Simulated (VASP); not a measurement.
Input:

```xyz
2
Lattice="0.0000 3.2783 3.2783 3.2783 0.0000 3.2783 3.2783 3.2783 0.0000" Properties=species:S:1:pos:R:3 pbc="T T T"
Cd     0.0000     0.0000     0.0000
Te     1.6391     1.6391     1.6391
```

These are optB86b-vdW, VASP's PBE PAW potentials (set 64) (plane waves; VASP) values and carry that method's errors. Settings: 520 eV cut-off, Gaussian smearing of 0.050 eV, potentials Cd Te.

Unless said otherwise, spin-orbit coupling is left out, though it shifts the bands of the heavy elements here.

Q: Give the energies of bands 7 to 12 at the high-symmetry points, in eV from the valence-band maximum.

A: 
```tsv
band	Γ	X	U	L	W
7	0.00	-4.17	-4.07	-4.26	-4.04
8	0.00	-1.76	-2.42	-0.73	-2.20
9	0.00	-1.76	-1.45	-0.73	-2.07
10	0.56	2.60	2.85	1.71	4.08
11	4.59	2.61	4.41	5.16	4.63
12	4.59	8.59	7.22	5.16	5.46
```

The gap is direct, 0.56 eV, from the valence maximum at Γ to the conduction minimum at Γ.

Measured: gap 1.63 eV (computed value off by -1.07 eV), as given by Anna Miglio et al., npj Computational Materials (2020), arXiv:2011.12765 [zero-point renormalisation of 16 meV (experimental, the table's column) added back].

The compound is CdTe in the zinc blende structure. It was relaxed first.
